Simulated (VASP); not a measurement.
Input:

```
HgZnS2
1.0
    1.97796     1.14197     6.54738
   -1.97796     1.14197     6.54738
    0.00000    -2.28395     6.54738
Zn Hg S
1 1 2
Direct
  0.49895   0.49895   0.49895
  0.00341   0.00341   0.00341
  0.13121   0.13121   0.13121
  0.61641   0.61641   0.61641
```

Calculation: PBEsol GGA, VASP's PBE PAW potentials (set 64) (plane waves; VASP). Settings: 400 eV cut-off, Gaussian smearing of 0.050 eV, potentials Zn Hg S.

Unless said otherwise, spin-orbit coupling is left out, though it shifts the bands of the heavy elements here.

**Question.** Estimate the band gap (along the path) with the smallest direct gap where there is one.

**Answer.** 
- band gap (along the path): 0.35 eV
- smallest direct gap (along the path): 0.35 eV

Only differences to runs with the same potentials and settings are physical.

The structure comes from a computed database's ZnHgS2 entry (R3m); how it stands against other phases isn't given here. It was relaxed first, which changed the volume by -5 %.
